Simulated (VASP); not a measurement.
Consider the following.

```
Cu2O
1.0
    4.25022     0.00000     0.00000
    0.00000     4.25022     0.00000
    0.00000     0.00000     4.25022
Cu O
4 2
Direct
  0.75000   0.25000   0.75000
  0.25000   0.75000   0.75000
  0.75000   0.75000   0.25000
  0.25000   0.25000   0.25000
  0.00000   0.00000   0.00000
  0.50000   0.50000   0.50000
```

These are vdW-DF-cx, VASP's PBE PAW potentials (set 64) (plane waves; VASP) values and carry that method's errors. Settings: 520 eV cut-off, 6×6×6 Γ-centred mesh, tetrahedra with Blöchl corrections, potentials Cu O.

The cores are frozen, which limits the accuracy of field gradients.

Give the principal components of the electric field gradient (V/Å²) and the asymmetry η at each nucleus.

| atom | Vxx | Vyy | Vzz | η |
|---|---|---|---|---|
| Cu1 | 34.9 | 34.9 | -69.8 | 0.00 |
| Cu2 | 34.9 | 34.9 | -69.8 | 0.00 |
| Cu3 | 34.9 | 34.9 | -69.8 | 0.00 |
| Cu4 | 34.9 | 34.9 | -69.8 | 0.00 |
| O5 | 0.0 | 0.0 | 0.0 | - |
| O6 | 0.0 | 0.0 | 0.0 | - |

The compound is Cu2O in the cuprite structure. It was relaxed first.
